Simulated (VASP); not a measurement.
Energy against volume of BaF2 (fluorite). Calculation: r2SCAN meta-GGA, VASP's PBE PAW potentials (set 64) (plane waves; VASP). Settings: 520 eV cut-off, 6×6×6 Γ-centred mesh, Gaussian smearing of 0.050 eV, potentials Ba_sv F.

```tsv
V (Å³/atom)	E (eV/atom)
18.903	-15.00353
19.506	-15.01655
20.109	-15.02130
20.712	-15.01910
```

Problem. Fit these four points and predict the energy of the run at 21.316 Å³/atom.

Solution. A cubic in V^(−2/3), the third-order Birch-Murnaghan form, passes through the four points with V0 = 20.20 Å³/atom and B0 = 60 GPa, and gives -15.0110 eV/atom there. The run gave -15.0110 eV/atom, +0.0 meV/atom from the fit; all five points give B0 = 60 GPa.

The compound is BaF2 in the fluorite structure. It was relaxed first.
